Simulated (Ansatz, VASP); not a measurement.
# Ru (Ru(0001)): VASP beside Ansatz

Wanted: the spread between two codes on one cell, functional and k mesh. Of the first pair: The cell is taken from a series of runs on this material, whose earlier steps may have relaxed, scaled, displaced or heated it; both programs get it as it stands.

Calculated with Ansatz 0.2.0; plane waves, with VASP 6.6.1 beside it; single point at PBE.

## Step 1: Set-up

The cell holds 7 atoms: 7 Ru. Its edges and angles: a = 2.700 Å, b = 2.700 Å, c = 28.830 Å, α = 90.0°, β = 90.0°, γ = 60.0°. Vacuum lies along c.

As a file:

```xyz
7
Lattice="2.7000 0.0000 0.0000 1.3500 2.3383 0.0000 0.0000 0.0000 28.8304" Properties=species:S:1:pos:R:3
Ru    0.0000    0.0000    8.0000
Ru    2.7000    1.5588   10.1384
Ru    0.0000    0.0000   12.2768
Ru    2.7000    1.5588   14.4418
Ru    0.0000    0.0000   16.6077
Ru    2.7000    1.5588   18.7630
Ru    0.0000    0.0000   20.8376
```

## Step 2: VASP: single point, PBE, pair 1

A single point gives forces, pressure and levels at one fixed geometry, so differences don't come from the geometry; what else differs is listed under the comparison.

Lines of VASP's logs that name or quote its potential files are left out, and so is its time.

Input file INCAR:

```
SYSTEM = Ru
PREC = Accurate
ENCUT = 400
EDIFF = 1E-06
NELM = 120
ISMEAR = -1
SIGMA = 0.1
LREAL = .FALSE.
ALGO = Normal
GGA = PE
NBANDS = 60
LASPH = .TRUE.
LORBIT = 11
LWAVE = .FALSE.
LCHARG = .FALSE.
ISIF = 2
LDIPOL = .TRUE.
IDIPOL = 3
DIPOL = 0.5 0.5 0.501
LVHAR = .TRUE.
GGA_COMPAT = .FALSE.
NELMDL = -8
KPAR = 2
```

Input file POSCAR:

```
Ru
1.0
    2.7000000000      0.0000000000      0.0000000000
    1.3500000000      2.3382685902      0.0000000000
    0.0000000000      0.0000000000     28.8304000000
Ru
7
Direct
    0.0000000000      0.0000000000      0.2774848771
    0.6666666667      0.6666666667      0.3516565847
    0.0000000000      0.0000000000      0.4258282924
    0.6666666667      0.6666666667      0.5009234070
    0.0000000000      0.0000000000      0.5760492957
    0.6666666667      0.6666666667      0.6508063857
    0.0000000000      0.0000000000      0.7227652648
```

Input file KPOINTS:

```
Automatic mesh
0
Gamma
13 13 1
0 0 0
```

Potentials, in the order of the species: Ru_pv (PBE family, release 64).

Command:

```console
$ mpirun -np 2 vasp_std
```

Numbers of over 12 decimals in the logs are rounded to 6 here.

The program printed:

```text
[banner, memory and clock lines left out]
running    2 mpi-ranks, on    1 nodes
 distrk:  each k-point on    1 cores,    2 groups
 distr:  one band on    1 cores,    1 groups

 POSCAR found type information on POSCAR Ru
 POSCAR found :  1 types and       7 ions
 LDA part: xc-table for (Slater+PW92), standard interpolation
 POSCAR, INCAR and KPOINTS ok, starting setup
 FFT: planning ... GRIDC
 FFT: planning ... GRID_SOFT
 FFT: planning ... GRID
 WAVECAR not read
 entering main loop
       N       E                     dE             d eps       ncg     rms          rms(c)
DAV:   1     0.985753776732E+03    0.98575E+03   -0.56019E+04  3176   0.136E+03
DAV:   2    -0.331565259532E+02   -0.10189E+04   -0.98166E+03  2732   0.457E+02
DAV:   3    -0.661376000194E+02   -0.32981E+02   -0.31550E+02  3188   0.796E+01
DAV:   4    -0.673213744678E+02   -0.11838E+01   -0.11561E+01  3124   0.116E+01
DAV:   5    -0.673821905920E+02   -0.60816E-01   -0.57928E-01  3408   0.216E+00
DAV:   6    -0.673949883445E+02   -0.12798E-01   -0.12241E-01  3216   0.354E-01
DAV:   7    -0.673954343719E+02   -0.44603E-03   -0.44264E-03  3472   0.669E-02
DAV:   8    -0.673954573585E+02   -0.22987E-04   -0.22957E-04  2588   0.118E-02    0.315E+01
DAV:   9    -0.697346624480E+02   -0.23392E+01   -0.39035E+01  2976   0.367E+01    0.242E+01
DAV:  10    -0.146543881704E+03   -0.76809E+02   -0.37015E+02  3768   0.945E+01    0.669E+01
DAV:  11    -0.287126551701E+03   -0.14058E+03   -0.15324E+03  3900   0.107E+02    0.850E+01
DAV:  12    -0.112408161105E+03    0.17472E+03   -0.12732E+02  3152   0.469E+01    0.516E+01
DAV:  13    -0.104241472362E+03    0.81667E+01   -0.80060E+02  3540   0.529E+01    0.615E+01
DAV:  14    -0.964049101454E+02    0.78366E+01   -0.10562E+02  3236   0.304E+01    0.415E+01
[...]
DAV:  35    -0.626301600758E+02   -0.57450E-05   -0.10625E-05  2460   0.141E-02    0.366E-02
DAV:  36    -0.626301630492E+02   -0.29734E-05   -0.17879E-05  2428   0.241E-02    0.163E-02
DAV:  37    -0.626301694430E+02   -0.63938E-05   -0.72879E-06  2192   0.144E-02    0.750E-03
DAV:  38    -0.626301729885E+02   -0.35456E-05   -0.31119E-06  1664   0.826E-03    0.442E-03
DAV:  39    -0.626301769562E+02   -0.39677E-05   -0.12865E-06  1600   0.479E-03    0.507E-03
DAV:  40    -0.626301782318E+02   -0.12756E-05   -0.31115E-07  1332   0.288E-03    0.371E-03
DAV:  41    -0.626301792691E+02   -0.10373E-05   -0.13762E-07  1332   0.198E-03    0.253E-03
DAV:  42    -0.626301798938E+02   -0.62467E-06   -0.17250E-07  1320   0.214E-03
   1 F= -.62630180E+02 E0= -.62506123E+02  d E =-.248114E+00
```

Parts of OUTCAR (step 2):

```text
ion  position               nearest neighbor table
   1  0.000  0.000  0.277-   2 2.65   2 2.65   2 2.65
   2  0.667  0.667  0.352-   1 2.65   1 2.65   1 2.65   3 2.65   3 2.65   3 2.65
   3  0.000  0.000  0.426-   2 2.65   2 2.65   2 2.65   4 2.67   4 2.67   4 2.67
   4  0.667  0.667  0.501-   3 2.67   3 2.67   3 2.67   5 2.67   5 2.67   5 2.67
   5  0.000  0.000  0.576-   6 2.66   6 2.66   6 2.66   4 2.67   4 2.67   4 2.67
   6  0.667  0.667  0.651-   7 2.59   7 2.59   7 2.59   5 2.66   5 2.66   5 2.66
   7  0.000  0.000  0.723-   6 2.59   6 2.59   6 2.59

  LATTYP: Found a hexagonal cell.
 ALAT       =     2.7000000000
 C/A-ratio  =    10.6779259260

 Subroutine GETGRP returns: Found  6 space group operations
 (whereof  6 operations were pure point group operations)

The static configuration has the point symmetry C_3v.

 Found     21 irreducible k-points:

   k-points           NKPTS =     21   k-points in BZ     NKDIM =     21   number of bands    NBANDS=     60

   dimension x,y,z NGX =    18 NGY =   18 NGZ =  192
   dimension x,y,z NGXF=    36 NGYF=   36 NGZF=  384

   ENCUT  =  400.0 eV  29.40 Ry    5.42 a.u.   4.40  4.40 47.02*2*pi/ulx,y,z

   NELECT =      98.0000    total number of electrons

 k-points in reciprocal lattice and weights: Automatic mesh
   0.00000000  0.00000000  0.00000000       0.006
   0.07692308 -0.00000000  0.00000000       0.036
   0.15384615 -0.00000000  0.00000000       0.036
   0.23076923 -0.00000000  0.00000000       0.036
   0.30769231 -0.00000000  0.00000000       0.036
   0.38461538 -0.00000000  0.00000000       0.036
   0.46153846 -0.00000000  0.00000000       0.036
   0.15384615  0.07692308  0.00000000       0.036
   0.23076923  0.07692308  0.00000000       0.071
[...]
-0.38461538  0.23076923  0.00000000       0.036
  -0.38461538  0.30769231  0.00000000       0.036

 dipolmoment           0.000000      0.000000     -0.001753 electrons x Angstroem

 average (electrostatic) potential at core
       1 -75.3921       2 -75.8312       3 -75.7249       4 -75.6785       5 -75.7070
       6 -75.8733       7 -75.4408

 E-fermi :   4.3541

 k-point     1 :       0.0000    0.0000    0.0000
  band No.  band energies     occupation
    ...
     50       3.7238      1.99635
     51       3.7238      1.99635
     52       3.8588      1.98597
     53       4.3641      0.95009
     54       4.3641      0.95009
     55       4.9373      0.00585
     56       4.9373      0.00585
     57       5.0237      0.00247
     58       5.3396      0.00010
     59       5.3396      0.00010
    ...

 k-point     2 :       0.0769   -0.0000    0.0000
  band No.  band energies     occupation
    ...
     51       3.6312      1.99855
     52       3.6661      1.99795
     53       4.1884      1.67977
     54       4.2621      1.42995
     55       4.3124      1.20540
     56       4.5536      0.23952
     57       4.9064      0.00795
     58       5.1919      0.00046
     59       5.3432      0.00010
     60       5.5481      0.00001

 k-point     3 :       0.1538   -0.0000    0.0000
  band No.  band energies     occupation
    ...
     51       3.2128      1.99998
     52       3.6405      1.99841
     53       3.6862      1.99749
     54       4.1299      1.80797
     55       4.2283      1.55752
     56       4.8231      0.01821
     57       4.8390      0.01555
     58       5.3433      0.00010
     59       5.6370      0.00001
     60       5.7442      0.00000

  Total       -0.2613300     -0.2613300     -1.6336088      0.0000000     -0.0000000     -0.0000000
  in kB       -2.3003349     -2.3003349    -14.3796999      0.0000000     -0.0000000     -0.0000000
  external PRESSURE =      -6.3267899 kB  Pullay stress =       0.0000000 kB

  energy-cutoff  :      400.00
  volume of cell :      182.02
      direct lattice vectors                 reciprocal lattice vectors
     2.700000000  0.000000000  0.000000000     0.370370370 -0.213833433  0.000000000
     1.350000000  2.338268590  0.000000000     0.000000000  0.427666866  0.000000000
     0.000000000  0.000000000 28.830400000     0.000000000  0.000000000  0.034685610

 POSITION                                       TOTAL-FORCE (eV/Angst)
 -----------------------------------------------------------------------------------
      0.00000      0.00000      8.00000        -0.000000      0.000000      0.539180
      2.70000      1.55885     10.13840         0.000000      0.000000     -0.589200
      0.00000      0.00000     12.27680        -0.000000     -0.000000      0.044169
      2.70000      1.55885     14.44182         0.000000      0.000000      0.010338
      0.00000      0.00000     16.60773        -0.000000      0.000000     -0.013533
      2.70000      1.55885     18.76301        -0.000000      0.000000     -0.011158
      0.00000      0.00000     20.83761        -0.000000      0.000000      0.020204
 -----------------------------------------------------------------------------------
    total drift:                               -0.000000     -0.000000      0.000504

  FREE ENERGIE OF THE ION-ELECTRON SYSTEM (eV)
  ---------------------------------------------------
  free  energy   TOTEN  =       -62.6301798938 eV

  energy  without entropy=      -62.3820656616  energy(sigma->0) =      -62.50612278

 vacuum level on the upper side and lower side of the slab         9.374         9.425

 total charge
# of ion       s       p       d       tot
------------------------------------------
    1        0.388   6.216   5.940  12.543
    2        0.405   6.316   5.940  12.661
    3        0.405   6.315   5.948  12.668
    4        0.402   6.309   5.947  12.658
    5        0.403   6.312   5.947  12.662
    6        0.410   6.324   5.951  12.686
    7        0.396   6.225   5.960  12.581
--------------------------------------------------
tot          2.810  44.017  41.632  88.459

[... 3 further parts left out ...]
```

## Step 3: Ansatz: single point, PBE, pair 1

Ansatz runs on its default PAW (the set named soft_2) files.

The same cell, functional, mesh and smearing now go to Ansatz, which takes its cutoff from its data sets.

Input file input.yaml:

```yaml
crystal:
  lattice:
    - [2.7, 0.0, 0.0]
    - [1.35, 2.3382685902, 0.0]
    - [0.0, 0.0, 28.8304]
  atoms:
    - { symbol: Ru, position: [0.0, 0.0, 0.2774848771] }
    - { symbol: Ru, position: [0.6666666667, 0.6666666667, 0.3516565847] }
    - { symbol: Ru, position: [0.0, 0.0, 0.4258282924] }
    - { symbol: Ru, position: [0.6666666667, 0.6666666667, 0.500923407] }
    - { symbol: Ru, position: [0.0, 0.0, 0.5760492957] }
    - { symbol: Ru, position: [0.6666666667, 0.6666666667, 0.6508063857] }
    - { symbol: Ru, position: [0.0, 0.0, 0.7227652648] }
kpoints:
  mp_grid: { grid: [13, 13, 1] }
hamiltonian:
  xc: pbe
scf:
  occupations: { method: fermi_dirac, width: 0.1 }
efield:
  axis: 3
  dipole_correction: true
  ramp_width: 0.05
output:
  forces: true
  write_potential: true
  write_density: true
  volumetric_format: npy
```

Command:

```console
$ ansatz run input.yaml --threads 4 --pin off --max-ram 8192MiB --backend cpu --events-out ev --progress --plain --runs-dir out
```

The program printed:

```text
Engine: ansatz 0.2.0, aarch64-unknown-linux-gnu
Pseudopotentials: kind: paw
Pseudopotential: Ru, paw, valence charge 16, recommended cutoff 420 eV (normal), Ru.paw.azcp
Functional definition: PBE
  parameter kappa = 0.804
  parameter beta = 0.066725
  exchange = pbe_x(kappa = kappa, mu = beta*pi^2/3)
  correlation = pbe_c(beta = beta)
Crystal: 7 atoms, lattice volume = 182.016 Å³
Basis set: ecut = 420 eV, 3607 PW (Γ), exchange–correlation on 40×40×400 points (8 copies of the dense FFT grid, shifted against one another)
Bands: 68, of which v1, the nominal top of the filled ones, is band 56 counted from 1 (55 counted from 0)
Symmetry: 6 space group operations
Space group: P3m1 (ITA 156), of the structure as read, at distance tolerance 5.7e-5 Å
k-points: 21 of 169 (time reversal used)
Non-local potential: Ru, projectors of the file, l = 0: 3, l = 1: 2, l = 2: 2, l = 3: 1
PAW form: soft (Blöchl's): semilocal exchange-correlation on the pseudo side does not see the compensation charge
PAW one-centre angular grid: Ru, 590 points (default); XC on 64 Gauss nodes
Initial density: superposition of atomic densities (neutral atoms: chi_scale 0, normalization atom), corrected by the library's trained network
Initial wavefunctions: pseudopotential atomic-orbital guess
Functional: x = pbe(κ = 0.804, μ = 0.219515), c = pbe(β = 0.066725)
SCF iter   1: F=—  HF=-41148.866003 eV  |F-HF|=—  |Δ(HF+E_count)|=         —  Δρ=1.20e-2  dr2=4.19e0  ethr=1.77e-3  p=0.005 e·Å  D=4.82e-3 V/Å  ΔV_dip=-0.14 eV  dr2_dipole=1.21e-2  V_vac-E_F(+/−)=4.50/4.64 eV  ⟨swp⟩=7.4  Hψ=5873  notcnv=0  defer=2
efield: sawtooth ramp at fractional position 0.9751 (placed from the atoms, in the widest stretch of the axis that holds none; the zero of the levels goes with the place), width 0.0500; the density the first Hamiltonian is built on has a dipole p = 0.005 e·Å; the dipole correction subtracts the counter field D = 4.82e-3 V/Å, which shifts the + side's vacuum level by -0.14 eV against the − side's; the planar-averaged density in the ramp window peaks in size at 8.9e-6 e/Å³
preconditioner: auto → LDOS  [metal: Δε(μ)=0.013 eV  Ē_g=4.886 eV  σ=0.100 eV  W_gap=0.03  n_scr=22 (ndim 8)  ℏωp=20.6 eV  f_vac=0.436  D(μ)=7.49/eV (n_scr^D=54)  β→1.0]
SCF iter   2: F=—  HF=-41148.829329 eV  |F-HF|=—  |Δ(HF+E_count)|=   3.67e-2  Δρ=3.24e-3  dr2=4.59e-2  ethr=1.77e-3  p=0.003 e·Å  D=2.74e-3 V/Å  ΔV_dip=-0.08 eV  dr2_dipole=4.23e-4  V_vac-E_F(+/−)=4.90/4.98 eV  ⟨swp⟩=1.0  Hψ=1660  notcnv=0  defer=2
SCF iter   3: F=—  HF=-41148.826217 eV  |F-HF|=—  |Δ(HF+E_count)|=   3.11e-3  Δρ=1.20e-3  dr2=1.17e-2  ethr=4.10e-5  p=0.003 e·Å  D=2.53e-3 V/Å  ΔV_dip=-0.07 eV  dr2_dipole=3.26e-5  V_vac-E_F(+/−)=4.96/5.04 eV  ⟨swp⟩=2.2  Hψ=2169  notcnv=0  defer=4
SCF iter   4: F=—  HF=-41148.825624 eV  |F-HF|=—  |Δ(HF+E_count)|=   5.93e-4  Δρ=2.78e-4  dr2=4.88e-4  ethr=1.05e-5  p=0.002 e·Å  D=2.16e-3 V/Å  ΔV_dip=-0.06 eV  dr2_dipole=5.34e-6  V_vac-E_F(+/−)=4.99/5.05 eV  ⟨swp⟩=1.9  Hψ=1793  notcnv=0  defer=4
SCF iter   5: F=—  HF=-41148.825598 eV  |F-HF|=—  |Δ(HF+E_count)|=   2.61e-5  Δρ=9.97e-5  dr2=4.82e-5  ethr=4.36e-7  p=0.002 e·Å  D=2.04e-3 V/Å  ΔV_dip=-0.06 eV  dr2_dipole=2.55e-10  V_vac-E_F(+/−)=5.00/5.06 eV  ⟨swp⟩=2.6  Hψ=2324  notcnv=0  defer=4
SCF iter   6: F=—  HF=-41148.825576 eV  |F-HF|=—  |Δ(HF+E_count)|=   2.15e-5  Δρ=3.95e-5  dr2=7.05e-6  ethr=4.30e-8  p=0.002 e·Å  D=1.88e-3 V/Å  ΔV_dip=-0.05 eV  dr2_dipole=3.58e-7  V_vac-E_F(+/−)=5.01/5.07 eV  ⟨swp⟩=2.8  Hψ=2535  notcnv=0  defer=3
SCF iter   7: F=—  HF=-41148.825575 eV  |F-HF|=—  |Δ(HF+E_count)|=   6.97e-7  Δρ=1.84e-5  dr2=1.19e-6  ethr=6.30e-9  p=0.002 e·Å  D=1.83e-3 V/Å  ΔV_dip=-0.05 eV  dr2_dipole=1.68e-8  V_vac-E_F(+/−)=5.02/5.07 eV  ⟨swp⟩=2.5  Hψ=2263  notcnv=0  defer=3
SCF iter   8: F=-41148.825576 eV  HF=-41148.825576 eV  |F-HF|=1.87e-7  |Δ(HF+E_count)|=   3.26e-7  Δρ=6.03e-6  dr2=5.48e-8  ethr=8.93e-11  p=0.002 e·Å  D=1.80e-3 V/Å  ΔV_dip=-0.05 eV  dr2_dipole=6.47e-10  V_vac-E_F(+/−)=5.02/5.07 eV  ⟨swp⟩=14.0  Hψ=13526  notcnv=0
SCF 1 converged in 8 iterations: F = -41148.825576 eV  dr2 = 5.48e-8
  greatest PAW one-centre occupation: 0.998 electrons in one spin orbital (limit 2), on the Ru atom at site 6 (counted from 0), in its partial waves of l = 0
WARN: The output density's exchange-correlation potential varies sharply where the density is thin. Do not read a vacuum level from v_tot or v_xc, or from such a field of the output density. On a cell that repeats whose density bears no net charge and no dipole along the vacuum's axis use v_es (v_loc + v_h of the components); under efield.dipole_correction with no amplitude use v_es + v_field, which holds any externa [...]
SCF converged after 8 iterations
Free energy (F): -41148.825576 eV
Harris-Foulkes:  -41148.825576 eV  (|F-HF|=1.87e-7)
Internal energy: -41148.577819 eV  (E = F + TS)
E sigma→0 (E₀):  -41148.701697 eV
Entropy (-TS):   -0.247757 eV (-35.394 meV/atom)
Fermi energy:    9.932040 eV
Dipole field:    D = 0.001762 V/Å  (p = 0.001772 e·Å, saw-weighted, corrected)
Work function:   Φ+ = 5.0219 eV   Φ− = 5.0727 eV
Levels:          The Fermi level and band energies are counted from a zero that moves with the ramp; work functions are not
--- Per-component energies (eV) ---
  E_band       = -1884.531393
  E_kinetic    = 3596.799815
  E_local      = -209805.962567  (includes V_loc(G=0)·N_el)
  E_nonlocal   = 2403.112810
  E_hartree    = 102572.606683
  E_xc         = -1331.359722
  E_vxc        = -1671.123704  (∫ρ·V_xc dr)
  E_paw        = -24225.668191  (= ΣΔE_a)
  E_vpaw       = -1552.581667  (= ΣTr[D̂ρ^β])
  E_aug_tail   = -0.001359  (compensation charges beyond the density's cutoff)
  E_efield     = 0.000002  (sawtooth field / dipole correction)
  E_vefield    = -0.003766  (∫n·V_field dr)
  E_ewald      = 85641.894710
  E_smearing   = -0.247757  (= −TS)
  E_closure    = -0.000000  (closes the sum)
  Σ components = -41148.825576   (vs F -41148.825576, Δ=0.00e0)
--- Forces (eV/Å), atoms counted from 1 ---
  atom   1  Ru     0.00000000    -0.00000000     0.54599895
  atom   2  Ru    -0.00000000    -0.00000000    -0.58861257
  atom   3  Ru    -0.00000000     0.00000000     0.04056406
  atom   4  Ru    -0.00000000    -0.00000000     0.01010247
  atom   5  Ru    -0.00000000     0.00000000    -0.01169946
  atom   6  Ru    -0.00000000    -0.00000000    -0.00334773
  atom   7  Ru    -0.00000000    -0.00000000     0.00701705
  max |Σ_I F_I| component: 2.28e-5 eV/Å
--- Band table (eV; the first three rows and the last of 21) ---
  k-point 0: bands = [... 52 lower, 7.9974, 8.2340, 8.8279, 8.8279, 9.3009, 9.3009, 9.4322, 9.9420, ... 8 higher]
  k-point 1: bands = [... 52 lower, 8.1535, 8.2422, 8.6548, 8.7480, 9.0653, 9.2082, 9.2432, 9.7649, ... 8 higher]
  k-point 2: bands = [... 52 lower, 8.1965, 8.2511, 8.5895, 8.6475, 8.7852, 8.7887, 9.2172, 9.2624, ... 8 higher]
  k-point 20: bands = [... 52 lower, 8.7868, 9.3587, 10.2280, 10.4948, 10.5342, 10.7616, 10.9832, 11.0162, ... 8 higher]
```

## Step 4: Differences

Known differences besides the potentials themselves: the data sets hold 112 valence electrons in Ansatz (on its default PAW (the set named soft_2) files) and 98 in VASP; the cutoff is 420 eV in Ansatz and 400 eV in VASP. Total energies have different zeros and are not compared.

The two programs side by side:

| quantity | Ansatz | VASP | difference |
| --- | --- | --- | --- |
| work function, lower of the two faces (eV) | 5.02 | 5.02 | 0.00 |
| work function, higher of the two faces (eV) | 5.07 | 5.07 | 0.00 |

Forces (eV/Å; atoms numbered as in POSCAR):

| atom | Ansatz x, y, z | VASP x, y, z |
| --- | --- | --- |
| Ru1 | 0.000, 0.000, 0.546 | 0.000, 0.000, 0.539 |
| Ru2 | 0.000, 0.000, -0.589 | 0.000, 0.000, -0.589 |
| Ru3 | 0.000, 0.000, 0.041 | 0.000, 0.000, 0.044 |
| Ru4 | 0.000, 0.000, 0.010 | 0.000, 0.000, 0.010 |
| Ru5 | 0.000, 0.000, -0.012 | 0.000, 0.000, -0.014 |
| Ru6 | 0.000, 0.000, -0.003 | 0.000, 0.000, -0.011 |
| Ru7 | 0.000, 0.000, 0.007 | 0.000, 0.000, 0.020 |

The forces differ by 3.8 meV/Å r.m.s., which is 2.2 % of the r.m.s. force of 0.175 eV/Å (both taken over all components). With vacuum in the cell, a pressure given here is an average over mostly empty space and none of the material.

[end of part 1 of 2]

[Lines on the potential files, build, host, timing and source positions are cut from VASP's logs without a mark.]

[Logs are printed without paths, hosts, clocks, repeated set-up lines and the standing remarks that a program may print on its own settings, such as how far it seeks lower states.]

[Hosts, paths, dates, database ids (printed as entryN), source tags and the programs' standing remarks are cut or masked in the printed files.]
